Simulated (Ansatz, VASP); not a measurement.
## GaGe3 in VASP and in Ansatz

INCAR

```
PREC     = Accurate       # precision mode
ENCUT    = 520            # plane-wave cutoff, eV
EDIFF    = 1E-7           # SCF threshold, eV
ISMEAR   = -1             # smearing method
SIGMA    = 0.05           # smearing width, eV
LREAL    = False          # projectors in reciprocal space
LASPH    = True           # aspherical terms in the spheres
NELM     = 60             # most SCF steps
ALGO     = Normal         # electronic algorithm
ISIF     = 2              # what is computed and relaxed
LWAVE    = False          # write WAVECAR
LCHARG   = False          # write CHGCAR
GGA      = PS             # functional
NBANDS   = 36             # bands
```

Contents of KPOINTS:

```
Automatic mesh
0
Gamma
  7 7 7
```

POSCAR

```
GaGe3
1.0
    0.0000000000      3.4095992233      3.4095992233
    3.4095992233      0.0000000000      3.4095992233
    3.4095992233      3.4095992233      0.0000000000
Ge Ga
3 1
Direct
    0.5000000000      0.5000000000      0.5000000000
    0.7500000000      0.7500000000      0.7500000000
    0.2500000000      0.2500000000      0.2500000000
    0.0000000000      0.0000000000      0.0000000000
```

Contents of input.yaml:

```yaml
crystal:
  lattice:
    - [0.0, 3.4095992233, 3.4095992233]
    - [3.4095992233, 0.0, 3.4095992233]
    - [3.4095992233, 3.4095992233, 0.0]
  atoms:
    - { symbol: Ge, position: [0.5, 0.5, 0.5] }
    - { symbol: Ge, position: [0.75, 0.75, 0.75] }
    - { symbol: Ge, position: [0.25, 0.25, 0.25] }
    - { symbol: Ga, position: [0.0, 0.0, 0.0] }
hamiltonian:
  xc: pbesol
  pseudopotentials: { kind: paw }
kpoints:
  mp_grid: { grid: [7, 7, 7] }
scf:
  occupations: { method: fermi_dirac, width: 0.05 }
output:
  forces: true
  stress: true
  eigenvalues: true
```

Change from the starting cell: volume scaled by 1.02.

Alike in both runs: task single point; functional PBEsol; k mesh 7 × 7 × 7; occupations fermi-dirac, width 0.05 eV; no spin polarisation.

```csv
,VASP,Ansatz
version,VASP 6.6.1,Ansatz 0.2.0
potentials or method,"VASP PAW PBE potentials, release 64 (Ge_d, Ga_d)",Ansatz PAW
plane-wave cutoff (eV),520,420
valence electrons in the cell,55,55
```

Ansatz gave:

* gap on the k mesh at the Fermi level (eV): none
* pressure (GPa): -5.0

Which values does VASP return?

gap on the k mesh at the Fermi level (eV): none; pressure (GPa): -4.9.

A gap of «none» marks a metal or a gap that the smearing closes. The functional is the same, so the differences come from potentials, cutoffs and numerics.

Caveats: the PAW data sets were made with another functional, which shifts forces and pressure a little (VASP); the PAW data sets come from PBE, with cores solved anew for the run's functional, which leaves a small shift of forces and pressure (Ansatz).
